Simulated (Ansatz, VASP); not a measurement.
## Cd3BiSb: VASP beside Ansatz

```
Sb Bi Cd
1.0
     6.50000    0.00000    0.00000
     0.00000    6.50000    0.00000
     0.00000    0.00000    6.50000
Sb Bi Cd
1 1 3
Direct
  0.00000 0.00000 0.00000
  0.50000 0.50000 0.50000
  0.50000 0.50000 0.00000
  0.50000 0.00000 0.50000
  0.00000 0.50000 0.50000
```

The cell comes from a database or a generator and needn't be the stable form of this composition.

Alike in both runs: task single point; functional PBE; k mesh 4 × 4 × 4; occupations gaussian, width 0.05 eV; no spin polarisation.

```csv
,VASP,Ansatz
version,VASP 6.6.1,Ansatz 0.2.0
potentials or method,"VASP PAW PBE potentials, release 64 (Sb, Bi_d, Cd)","scalar-relativistic, plane waves, PAW"
plane-wave cutoff (eV),520,420
valence electrons in the cell,56,90
```

|  | VASP | Ansatz | Ansatz less VASP |
| --- | --- | --- | --- |
| gap on the k mesh at the Fermi level (eV) | none | none | - |
| pressure (GPa) | -3.4 | -3.4 | -0.01 |

A gap of «none» marks a metal or a gap that the smearing closes. The two sets of potentials don't hold the same shells in valence.

Caveats: spin-orbit coupling is left out, which moves the levels of the heavy elements.
